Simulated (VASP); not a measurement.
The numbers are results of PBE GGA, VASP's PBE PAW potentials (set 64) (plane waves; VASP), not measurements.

A VASP calculation is set up with these files.

### INCAR
```
ALGO = Normal
EDIFF = 1E-7
ENCUT = 480
GGA = PE
ISIF = 2
ISMEAR = 1
LASPH = T
LCHARG = F
LMAXMIX = 4
LREAL = F
LWAVE = F
NELM = 100
PREC = Accurate
SIGMA = 0.1
SYSTEM = Sc
```

### POSCAR
```
Sc
1
    1.6585090230    -2.8726218055     0.0000000000
    1.6585090230     2.8726218055    -0.0000000000
    0.0000000000     0.0000000000     5.1621778764
Sc
2
Direct
  0.3333330000   0.6666670000   0.2500000000
  0.6666670000   0.3333330000   0.7500000000
```

### KPOINTS
```
Automatic
0
gamma
 12 12 8
0 0 0
```

POTCAR, in this order: Sc_sv (PBE.64 set). Program: vasp_std.

**Question.** What will the output report for the number of irreducible k-points (NKPTS), number of bands (NBANDS), largest plane-wave count, number of space-group operations, FFT grid (NGX, NGY, NGZ)?

**Answer.** 
| Item | Value |
|---|---|
| number of irreducible k-points (NKPTS) | 95 |
| number of bands (NBANDS) | 15 |
| largest plane-wave count | 1189 |
| number of space-group operations | 24 |
| FFT grid (NGX, NGY, NGZ) | 24 × 24 × 40 |

The compound is Sc in the hcp structure. It was relaxed first.
